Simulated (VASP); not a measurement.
Consider the following.

```xyz
4
Lattice="3.5181 0.0000 0.0000 0.0000 3.5181 0.0000 0.0000 0.0000 3.5181" Properties=species:S:1:pos:R:3 pbc="T T T"
Al     0.0000     0.0000     0.0000
Ni     0.0000     1.7591     1.7591
Ni     1.7591     0.0000     1.7591
Ni     1.7591     1.7591     0.0000
```
Starting moments (μB, in the order of the record's atoms Al Ni Ni Ni): 0.0 0.3 0.3 0.3.

Level of theory: r2SCAN+rVV10, VASP's PBE PAW potentials (set 64) (plane waves; VASP). Numerical set-up: 520 eV cut-off, 9×9×9 Γ-centred mesh, first-order Methfessel-Paxton smearing of 0.10 eV, potentials Al Ni.

**Question.** The job: Ni3Al (L1_2), 4 atoms, r2SCAN+rVV10, static run, 520 eV, 9×9×9 Γ-centred mesh. Roughly how much core time does it take on a busy server core?

**Answer.** About 3 core-minutes (one run on a shared machine, a rough figure). It had 35 irreducible k-points, 20 bands, up to 1193 plane waves and 19 electronic steps.

The compound is Ni3Al in the L1_2 structure. It was relaxed first. The spin order is the one that the start imposed; others were not tried in this run.
